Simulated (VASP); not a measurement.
Input of a VASP 6.6.1 run:

Contents of INCAR:

```
PREC = Accurate
ENCUT = 520
EDIFF = 1E-6
ISMEAR = 0
SIGMA = 0.05
LREAL = False
LASPH = True
NELM = 150
ALGO = Normal
ISIF = 2
LWAVE = False
LCHARG = True
ISPIN = 2
MAGMOM = 0.05 0.05 0 0
LORBIT = 11
LMAXMIX = 4
GGA = PS
LELF = True
LVHAR = True
NBANDS = 25
```

KPOINTS

```
Automatic mesh
0
Gamma
  10 10 6
```

File POSCAR:

```
ReS
1.0
    3.5339142845      0.0000000000      0.0000000000
   -1.7669571423      2.9992503542      0.0000000000
    0.0000000000      0.0000000000      5.3461375006
Re S
2 2
Direct
    0.0000000000      0.0000000000      0.0000000000
    0.0000000000      0.0000000000      0.5000000000
    0.3333333333      0.6666666667      0.2500000000
    0.6666666667      0.3333333333      0.7500000000
```

Potentials or basis: VASP PAW PBE potentials, release 64 (Re, S).

The run is started by

```console
$ cat potpaw_PBE.64/Re/POTCAR potpaw_PBE.64/S/POTCAR > POTCAR
$ mpirun -np 1 vasp_std > vasp.out
```

Problem. Estimate the band gap on the k mesh.

Solution. None (metal or under the smearing width).

Problem. Estimate the largest force.

Solution. 0.289 eV/Å.

Problem. Predict the net moment.

Solution. 0.00 μB per cell.

Stress tensor (GPa, compression positive):
```
5.50 0.00 0.00
0.00 8.48 0.00
0.00 0.00 6.43
```

Caveat: the PAW data sets were made with another functional, which shifts forces and pressure a little. Spin-orbit coupling is left out, which matters for the levels of Re.
